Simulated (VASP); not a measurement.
# PbF2 (Fluorocronite) with PBE + D3(BJ): from relaxation to properties, part 2 of 4

Aim: relax PbF2 (Fluorocronite), then compute properties on the relaxed cell. The start is a cell from a database of measured crystal structures.

VASP 6.6.1; PBE with D3(BJ); plane waves and PAW (Pb_d, F).

So far, gap on the k-mesh (eV): step 2 (relaxing cell and atoms (PBE + D3(BJ))) 4.46. The relaxed cell has a = 5.956 Å (conventional setting).

The database entry behind the starting cell differs from later determinations by our own check (0.1 to 0.3 % short, probably kX units), so it need not match the best structure at ambient conditions.

## 4. Density, ELF and potential (PBE + D3(BJ))

A single point on the relaxed cell gives a clean self-consistent state, with density, ELF and potential written out.

INCAR reads:

```
SYSTEM = PbF2
PREC = Accurate
ENCUT = 520
EDIFF = 1E-06
NELM = 100
ISMEAR = 0
SIGMA = 0.05
LREAL = .FALSE.
ALGO = Normal
GGA = PE
IVDW = 12
NBANDS = 20
LORBIT = 11
LWAVE = .FALSE.
LCHARG = .TRUE.
ISIF = 2
LELF = .TRUE.
LVHAR = .TRUE.
```

POSCAR reads:

```
PbF2
1.0
    0.0000000000      2.9779238876      2.9779238876
    2.9779238876      0.0000000000      2.9779238876
    2.9779238876      2.9779238876      0.0000000000
Pb F
1 2
Direct
    0.0000000000      0.0000000000      0.0000000000
    0.2500000000      0.2500000000      0.2500000000
    0.7500000000      0.7500000000      0.7500000000
```

KPOINTS reads:

```
Automatic mesh
0
Gamma
7 7 7
0 0 0
```

The projector-augmented-wave data sets are Pb_d and F (PBE family, release 64).

Launch:

```sh
$ mpirun -np 2 vasp_std
```

The log of the run:

```text
[banner, memory and clock lines left out]
running    2 mpi-ranks, on    1 nodes
 distrk:  each k-point on    2 cores,    1 groups
 distr:  one band on    1 cores,    2 groups

 POSCAR found type information on POSCAR PbF
 POSCAR found :  2 types and       3 ions
 LDA part: xc-table for (Slater+PW92), standard interpolation
 POSCAR, INCAR and KPOINTS ok, starting setup
 FFT: planning ... GRIDC
 FFT: planning ... GRID_SOFT
 FFT: planning ... GRID
 WAVECAR not read
 entering main loop
       N       E                     dE             d eps       ncg     rms          rms(c)
DAV:   1     0.304098680026E+03    0.30410E+03   -0.14782E+04   800   0.161E+03
[... 2 cycles as in an earlier step ...]
DAV:   4    -0.162815858306E+02   -0.80518E+00   -0.80413E+00   920   0.254E+01
[... 2 cycles as in an earlier step ...]
DAV:   7    -0.143498718457E+02    0.33998E-02   -0.46633E-01   832   0.426E+00    0.157E+00
DAV:   8    -0.143463095894E+02    0.35623E-02   -0.10339E-01   840   0.365E+00    0.523E-01
DAV:   9    -0.143433383426E+02    0.29712E-02   -0.20207E-02  1016   0.106E+00    0.103E-01
DAV:  10    -0.143444994523E+02   -0.11611E-02   -0.16355E-03   808   0.379E-01    0.337E-02
[... 1 cycle as in an earlier step ...]
DAV:  12    -0.143444895273E+02   -0.11844E-04   -0.40131E-05   860   0.563E-02    0.111E-02
DAV:  13    -0.143444873127E+02    0.22146E-05   -0.15835E-05  1024   0.384E-02    0.165E-03
DAV:  14    -0.143444873682E+02   -0.55523E-07   -0.68713E-07   632   0.627E-03
   1 F= -.14798455E+02 E0= -.14798455E+02  d E =-.896772E-17
```

Elapsed: 6 s, on 2 MPI ranks of Intel Xeon 6975P-C (Granite Rapids), shared host; peak memory 0.3 GiB.

OUTCAR, selected parts (step 4):

```text
The static configuration has the point symmetry O_h .

 Found     20 irreducible k-points:

   NELECT =      28.0000    total number of electrons

 E-fermi :   1.9908

 Edisp (eV)   -0.45397

 POSITION                                       TOTAL-FORCE (eV/Angst)
 -----------------------------------------------------------------------------------
      0.00000      0.00000      0.00000        -0.000000     -0.000000      0.000000
      1.48896      1.48896      1.48896         0.000000      0.000000     -0.000000
      4.46689      4.46689      4.46689         0.000000      0.000000      0.000000
 -----------------------------------------------------------------------------------
    total drift:                                0.000000     -0.000000      0.000000

  FREE ENERGIE OF THE ION-ELECTRON SYSTEM (eV)
  ---------------------------------------------------
  free  energy   TOTEN  =       -14.7984551573 eV

  energy  without entropy=      -14.7984551573  energy(sigma->0) =      -14.79845516

[... 17 parts as in an earlier step ...]
```

Numbers from this step:

| Item | Value |
| --- | --- |
| SCF cycles | 14 |

Valence electrons inside each PAW sphere by angular momentum. Sphere charges, by row:

| atom | s (e) | p (e) | d (e) | tot (e) |
| --- | --- | --- | --- | --- |
| Pb1 | 1.553 | 0.281 | 9.864 | 11.7 |
| F2 | 1.742 | 4.324 | 0 | 6.065 |
| F3 | 1.742 | 4.324 | 0 | 6.065 |

Electrostatic potential energy in the ac plane of a cell with a along [110], b along [-110] and c along [001] of the cube at fractional y = 0.000, with atoms of Pb and F within 0.2 Å of it. With pseudopotentials it is smooth inside the atoms' cores, unlike the true potential.

Ten even steps from '_' (-75 eV) to '@' (6 eV), each cell a mean:
```
____==%%@@@@@@@@@@##::______==%%@@@@@@@@@@##::__
::==##@@@@@@@@@@@@%%++::::==##@@@@@@@@@@@@%%++::
##%%@@@@@@**++%%@@@@%%####%%@@@@@@**++%%@@@@%%##
@@@@@@@@##--::++@@@@@@@@@@@@@@@@##--::++@@@@@@@@
@@@@@@@@%%==--**@@@@@@@@@@@@@@@@%%==--**@@@@@@@@
@@@@@@@@@@%%%%@@@@@@@@@@@@@@@@@@@@%%%%@@@@@@@@@@
@@@@@@@@@@@@@@@@@@@@@@@@@@@@@@@@@@@@@@@@@@@@@@@@
@@@@@@@@@@@@@@@@@@@@@@@@@@@@@@@@@@@@@@@@@@@@@@@@
@@@@@@@@@@@@@@@@@@@@@@@@@@@@@@@@@@@@@@@@@@@@@@@@
@@@@@@@@@@@@@@@@@@@@@@@@@@@@@@@@@@@@@@@@@@@@@@@@
@@@@@@@@@@**++%%@@@@@@@@@@@@@@@@@@**++%%@@@@@@@@
@@@@@@@@##--::++@@@@@@@@@@@@@@@@##--::++@@@@@@@@
%%@@@@@@%%==--**@@@@@@%%%%@@@@@@%%==--**@@@@@@%%
++**%%@@@@%%%%@@@@@@##++++**%%@@@@%%%%@@@@@@##++
__::**%%@@@@@@@@@@##==..__::**%%@@@@@@@@@@##==..
____==%%@@@@@@@@@@**..______==%%@@@@@@@@@@**..__
```
Columns run along a (8.4 Å; values clipped at the 3rd and 97th percentile), rows up along c (6.0 Å), edges of the conventional cell, whose origin can differ from the input's. Atoms in or near the plane, at fractional coordinates: Pb at (0.00, 0.00), Pb at (0.50, 0.00), F at (0.25, 0.25), F at (0.75, 0.25), F at (0.25, 0.75), F at (0.75, 0.75).

ELF in the ac plane of a cell with a along [110], b along [-110] and c along [001] of the cube at fractional y = 0.000, with atoms of Pb and F within 0.2 Å of it. It is the smooth field of the valence electrons, not physical close to the nuclei.

Values, 9 rows by 16 columns, each cell a mean:
```
0.27 0.42 0.20 0.24 0.30 0.18 0.39 0.31 0.27 0.42 0.20 0.24 0.30 0.18 0.39 0.31
0.40 0.22 0.37 0.76 0.76 0.54 0.19 0.36 0.40 0.22 0.37 0.76 0.76 0.54 0.19 0.36
0.07 0.09 0.55 0.76 0.73 0.69 0.18 0.06 0.07 0.09 0.55 0.76 0.73 0.69 0.18 0.06
0.00 0.04 0.23 0.46 0.50 0.31 0.07 0.01 0.00 0.04 0.23 0.46 0.50 0.31 0.07 0.01
0.00 0.01 0.03 0.07 0.08 0.04 0.01 0.00 0.00 0.01 0.03 0.07 0.08 0.04 0.01 0.00
0.01 0.05 0.33 0.62 0.66 0.45 0.12 0.01 0.01 0.05 0.33 0.62 0.66 0.45 0.12 0.01
0.13 0.10 0.55 0.75 0.70 0.70 0.18 0.11 0.13 0.10 0.55 0.75 0.70 0.70 0.18 0.11
0.43 0.30 0.30 0.69 0.74 0.43 0.22 0.42 0.43 0.30 0.30 0.69 0.74 0.43 0.22 0.42
0.31 0.39 0.24 0.14 0.15 0.14 0.42 0.26 0.31 0.39 0.24 0.14 0.15 0.14 0.42 0.26
```
Columns run along a (8.4 Å), rows up along c (6.0 Å), edges of the conventional cell, whose origin can differ from the input's. Atoms in or near the plane, at fractional coordinates: Pb at (0.00, 0.00), Pb at (0.50, 0.00), F at (0.25, 0.25), F at (0.75, 0.25), F at (0.25, 0.75), F at (0.75, 0.75).

Valence density in the ac plane of a cell with a along [110], b along [-110] and c along [001] of the cube at fractional y = 0.000, with atoms of Pb and F within 0.2 Å of it. It is the smooth field of the valence electrons, not physical close to the nuclei.

Ten even steps from '_' (0 e/Å³) to '@' (11 e/Å³), each cell a mean:
```
++--..______________::==++--..______________::==
::..________________..::::..________________..::
__________::--..__________________::--..________
________..##@@==________________..##@@==________
________..++##--________________..++##--________
__________....____________________....__________
________________________________________________
________________________________________________
________________________________________________
________________________________________________
__________::--..__________________::--..________
________..##@@==________________..##@@==________
________..++##--________________..++##--________
..________....________....________....________..
--::________________..----::________________..--
**==..______________::++**==..______________::++
```
Columns run along a (8.4 Å), rows up along c (6.0 Å), edges of the conventional cell, whose origin can differ from the input's. Atoms in or near the plane, at fractional coordinates: Pb at (0.00, 0.00), Pb at (0.50, 0.00), F at (0.25, 0.25), F at (0.75, 0.25), F at (0.25, 0.75), F at (0.75, 0.75).

In this run the pressure is 0.03 GPa, small enough to go on.

## 5. Band structure (PBE + D3(BJ))

Levels along the symmetry lines show where the bands peak and cross; KPOINTS_OPT computes them in the converged potential.

INCAR reads:

```
SYSTEM = PbF2
PREC = Accurate
ENCUT = 520
EDIFF = 1E-06
NELM = 100
ISMEAR = 0
SIGMA = 0.05
LREAL = .FALSE.
ALGO = Normal
GGA = PE
IVDW = 12
NBANDS = 27
LORBIT = 11
LWAVE = .FALSE.
LCHARG = .FALSE.
KPAR = 2
```

POSCAR is that of step 4.

KPOINTS is that of step 4.

KPOINTS_OPT reads:

```
Line mode
16
Line-mode
Reciprocal
  0.00000000   0.00000000   0.00000000 GAMMA
  0.50000000   0.00000000   0.50000000 X

  0.50000000   0.00000000   0.50000000 X
  0.50000000   0.25000000   0.75000000 W

  0.50000000   0.25000000   0.75000000 W
  0.37500000   0.37500000   0.75000000 K

  0.37500000   0.37500000   0.75000000 K
  0.00000000   0.00000000   0.00000000 GAMMA

  0.00000000   0.00000000   0.00000000 GAMMA
  0.50000000   0.50000000   0.50000000 L

  0.50000000   0.50000000   0.50000000 L
  0.62500000   0.25000000   0.62500000 U

  0.62500000   0.25000000   0.62500000 U
  0.50000000   0.25000000   0.75000000 W

  0.50000000   0.25000000   0.75000000 W
  0.50000000   0.50000000   0.50000000 L

  0.50000000   0.50000000   0.50000000 L
  0.37500000   0.37500000   0.75000000 K

  0.62500000   0.25000000   0.62500000 U
  0.50000000   0.00000000   0.50000000 X
```

Launch:

```sh
$ mpirun -np 2 vasp_std
```

The log of the run:

```text
[... set-up lines as in an earlier step ...]
 entering main loop
       N       E                     dE             d eps       ncg     rms          rms(c)
DAV:   1     0.288679497734E+03    0.28868E+03   -0.13895E+04  1096   0.117E+03
DAV:   2     0.104439924351E+02   -0.27824E+03   -0.25501E+03  1137   0.358E+02
DAV:   3    -0.155969567282E+02   -0.26041E+02   -0.25723E+02  1223   0.112E+02
DAV:   4    -0.162881880813E+02   -0.69123E+00   -0.69064E+00  1317   0.187E+01
DAV:   5    -0.163090198671E+02   -0.20832E-01   -0.20830E-01  1333   0.341E+00    0.804E+00
DAV:   6    -0.143561595604E+02    0.19529E+01   -0.72897E+00  1523   0.181E+01    0.268E+00
DAV:   7    -0.143514946628E+02    0.46649E-02   -0.42068E-01  1167   0.322E+00    0.158E+00
DAV:   8    -0.143475523845E+02    0.39423E-02   -0.10698E-01  1155   0.282E+00    0.608E-01
DAV:   9    -0.143433325617E+02    0.42198E-02   -0.17079E-02  1461   0.816E-01    0.107E-01
DAV:  10    -0.143445219715E+02   -0.11894E-02   -0.15734E-03  1134   0.301E-01    0.410E-02
DAV:  11    -0.143444772948E+02    0.44677E-04   -0.12457E-04  1252   0.873E-02    0.128E-02
DAV:  12    -0.143444871691E+02   -0.98742E-05   -0.35061E-05  1160   0.468E-02    0.758E-03
DAV:  13    -0.143444873408E+02   -0.17174E-06   -0.48271E-06  1191   0.190E-02
   1 F= -.14798455E+02 E0= -.14798455E+02  d E =-.126580E-10
 Start KPOINTS_OPT (optional k-point list driver)
k-point batch [1-20\160]
       N       E                     dE             ncg
DAV:   1     0.158257725036E+04   -0.10373E+05     1115
DAV:   2    -0.375701094421E+04   -0.53396E+04     1183
DAV:   3    -0.425915214112E+04   -0.50214E+03     1209
DAV:   4    -0.427272964794E+04   -0.13578E+02     1330
DAV:   5    -0.427314328450E+04   -0.41364E+00     1414
DAV:   6    -0.427316029904E+04   -0.17015E-01     1421
DAV:   7    -0.427316102367E+04   -0.72463E-03     1477
DAV:   8    -0.427316103454E+04   -0.10872E-04     1151
DAV:   9    -0.427316103485E+04   -0.30395E-06      865
[...]
k-point batch [141-160\160]
       N       E                     dE             ncg
DAV:   1     0.182236863236E+04   -0.17526E+05     1083
DAV:   2    -0.370102366784E+04   -0.55234E+04     1115
DAV:   3    -0.425899638173E+04   -0.55797E+03     1267
DAV:   4    -0.427386661891E+04   -0.14870E+02     1424
DAV:   5    -0.427429474601E+04   -0.42813E+00     1426
DAV:   6    -0.427431490680E+04   -0.20161E-01     1522
DAV:   7    -0.427431581912E+04   -0.91233E-03     1553
DAV:   8    -0.427431582284E+04   -0.37129E-05     1284
DAV:   9    -0.427431582298E+04   -0.13929E-06      991
```

The job ended after 33 s (2 MPI ranks; peak memory 0.4 GiB; 58 s of CPU time).

OUTCAR, selected parts (step 5):

```text
   k-points           NKPTS =     20   k-points in BZ     NKDIM =     20   number of bands    NBANDS=     27

   NELECT =      28.0000    total number of electrons

 E-fermi :   1.9207

 k-point     1 :       0.0000    0.0000    0.0000
  band No.  band energies     occupation
    ...
     10      -0.6678      2.00000
     11      -0.6678      2.00000
     12      -0.1749      2.00000
     13      -0.1749      2.00000
     14      -0.1749      2.00000
     15       8.4732      0.00000
     16       8.4732      0.00000
     17       8.4732      0.00000
     18      12.3171      0.00000
     19      16.8320      0.00000
    ...

 Edisp (eV)   -0.45397

  Total       0.00975     0.00975     0.00975    -0.00000     0.00000    -0.00000
  in kB       0.29573     0.29573     0.29573    -0.00000     0.00000    -0.00000
  external pressure =        0.30 kB  Pullay stress =        0.00 kB

 POSITION                                       TOTAL-FORCE (eV/Angst)
 -----------------------------------------------------------------------------------
      0.00000      0.00000      0.00000        -0.000000     -0.000000      0.000000
      1.48896      1.48896      1.48896        -0.000000     -0.000000     -0.000000
      4.46689      4.46689      4.46689         0.000000      0.000000      0.000000
 -----------------------------------------------------------------------------------
    total drift:                                0.000000     -0.000000      0.000000

  FREE ENERGIE OF THE ION-ELECTRON SYSTEM (eV)
  ---------------------------------------------------
  free  energy   TOTEN  =       -14.7984551298 eV

  energy  without entropy=      -14.7984551298  energy(sigma->0) =      -14.79845513

[... 8 parts as in an earlier step ...]

[... 8 further parts left out ...]
```

Spin-orbit coupling is off here; with elements this heavy it splits and shifts levels by tenths of an eV or more.

This step gave:

```
SCF cycles                        : 13
bands                             : 27
Fermi energy                      : 1.921 eV
pressure                          : 0.02957 GPa
least gap on mesh and path        : 4.418 eV
least direct gap on mesh and path : 4.563 eV
valence top at k                  : 0.5, 0.25, 0.75
conduction bottom at k            : 0.5, 0, 0.5
least direct gap at k             : 0.5, 0, 0.5
```

The electronic bands at the labelled points (eV, zero at the valence-band top; v1 is the highest filled band, c1 the lowest empty one):

```
          point     v4     v3     v2     v1    c1    c2    c3     c4
              Γ  -2.38  -1.89  -1.89  -1.89  6.76  6.76  6.76  10.60
0.47 of the way  -2.00  -1.66  -1.66  -1.02  5.18  7.30  7.30  11.43
              X  -1.48  -1.48  -1.47  -0.14  4.42  7.85  7.85   8.99
0.47 of the way  -1.80  -1.51  -1.44  -0.08  4.85  7.32  7.63   9.51
              W  -2.58  -1.53  -1.42   0.00  6.04  6.04  7.47  10.17
0.47 of the way  -2.22  -1.55  -1.45  -0.02  5.54  6.51  7.60  10.05
              K  -1.98  -1.63  -1.48  -0.03  5.31  6.65  7.84   9.86
0.53 of the way  -2.30  -2.16  -1.66  -0.70  5.46  7.06  7.28  12.60
              Γ  -2.38  -1.89  -1.89  -1.89  6.76  6.76  6.76  10.60
0.47 of the way  -2.47  -1.96  -1.96  -0.90  5.59  7.14  7.14  12.68
              L  -2.57  -2.06  -2.06  -0.02  5.03  7.62  7.62  13.20
0.47 of the way  -2.43  -1.86  -1.74  -0.03  5.31  6.96  7.71  11.28
              U  -1.98  -1.63  -1.48  -0.03  5.31  6.65  7.84   9.86
0.47 of the way  -2.18  -1.56  -1.46  -0.02  5.48  6.54  7.64  10.01
              W  -2.58  -1.53  -1.42   0.00  6.04  6.04  7.47  10.17
0.47 of the way  -2.59  -1.68  -1.67  -0.03  5.50  6.65  7.69  10.84
              L  -2.57  -2.06  -2.06  -0.02  5.03  7.62  7.62  13.20
0.47 of the way  -2.43  -1.86  -1.74  -0.03  5.31  6.96  7.71  11.28
              K  -1.98  -1.63  -1.48  -0.03  5.31  6.65  7.84   9.86
      jump to U  -1.98  -1.63  -1.48  -0.03  5.31  6.65  7.84   9.86
0.47 of the way  -1.65  -1.52  -1.47  -0.10  4.70  7.38  7.85   9.32
              X  -1.48  -1.48  -1.47  -0.14  4.42  7.85  7.85   8.99
```

Of the projections kept (Pb, F), the largest for each band there; the rest of the weight can lie on other orbitals:

```
point      v4      v3      v2      v1       c1       c2       c3       c4
    Γ  F 0.96  F 0.97  F 0.97  F 0.97  Pb 0.95  Pb 0.95  Pb 0.95  Pb 0.88
    X  F 0.99  F 0.99  F 1.00  F 0.61  Pb 0.86  Pb 0.66  Pb 0.66   F 0.64
    W  F 0.93  F 1.00  F 0.99  F 0.64  Pb 0.70  Pb 0.70  Pb 0.54  Pb 1.00
    K  F 0.96  F 0.98  F 1.00  F 0.64  Pb 0.74  Pb 0.58  Pb 0.70  Pb 0.76
    Γ  F 0.96  F 0.97  F 0.97  F 0.97  Pb 0.95  Pb 0.95  Pb 0.95  Pb 0.88
    L  F 0.94  F 0.97  F 0.97  F 0.72  Pb 0.53  Pb 0.81  Pb 0.81  Pb 0.94
```

The path lowers the gap by 0.04 eV against the mesh alone, so a band edge lies off the mesh.

(Continued in part 3 of 4.)

[Lines on the potential files, build, host, timing and source positions are cut from VASP's logs without a mark.]

[Logs are printed without paths, hosts, clocks, repeated set-up lines and the standing remarks that a program may print on its own settings, such as how far it seeks lower states.]

[Hosts, paths, dates, database ids (printed as entryN), source tags and the programs' standing remarks are cut or masked in the printed files.]

[A measured line is paired with the nearest computed mode of its activity, which favours agreement.]
